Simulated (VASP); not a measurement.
OSZICAR of a VASP run on CdTe (zinc blende):

**OSZICAR**
```
       N       E                     dE             d eps       ncg     rms          rms(c)
DAV:   1     0.102611316739E+03    0.10261E+03   -0.83687E+03   754   0.119E+03
DAV:   2    -0.894331084595E+00   -0.10351E+03   -0.99911E+02   864   0.276E+02
DAV:   3    -0.498515432728E+01   -0.40908E+01   -0.40833E+01   889   0.574E+01
DAV:   4    -0.502477807616E+01   -0.39624E-01   -0.39620E-01  1073   0.503E+00
DAV:   5    -0.502490178757E+01   -0.12371E-03   -0.12371E-03   914   0.265E-01    0.560E+00
DAV:   6    -0.480836952563E+01    0.21653E+00   -0.46146E-01   864   0.888E+00    0.454E+00
DAV:   7    -0.479335812551E+01    0.15011E-01   -0.12030E-01   874   0.255E+00    0.174E+00
DAV:   8    -0.479411967430E+01   -0.76155E-03   -0.10599E-02   784   0.143E+00    0.503E-01
DAV:   9    -0.479445093425E+01   -0.33126E-03   -0.97075E-04   877   0.365E-01    0.115E-01
DAV:  10    -0.479451805840E+01   -0.67124E-04   -0.12778E-04   834   0.116E-01    0.532E-02
DAV:  11    -0.479456102662E+01   -0.42968E-04   -0.85598E-05   792   0.674E-02    0.357E-02
DAV:  12    -0.479455991089E+01    0.11157E-05   -0.34045E-06   913   0.175E-02    0.209E-02
DAV:  13    -0.479455973067E+01    0.18022E-06   -0.47767E-07   844   0.385E-03    0.138E-02
DAV:  14    -0.479455970746E+01    0.23214E-07   -0.13073E-06   799   0.827E-03    0.580E-03
DAV:  15    -0.479455973525E+01   -0.27790E-07   -0.71367E-08   632   0.272E-03
   1 F= -.54625464E+01 E0= -.54625464E+01  d E =0.000000E+00
```

Question: Which electronic solver shows in the log?

Answer: It is blocked Davidson (ALGO = Normal, or the opening steps of other solvers). The INCAR had ALGO = Normal.

Question: Can the final energy be trusted as converged?

Answer: The calculation finished and met its thresholds. It stopped with EDIFF = 1E-7, NELM = 100 (PBE GGA with D3 dispersion (Becke-Johnson damping), plane waves, VASP's PBE PAW potentials (set 64)).

The compound is CdTe in the zinc blende structure. It was relaxed first.
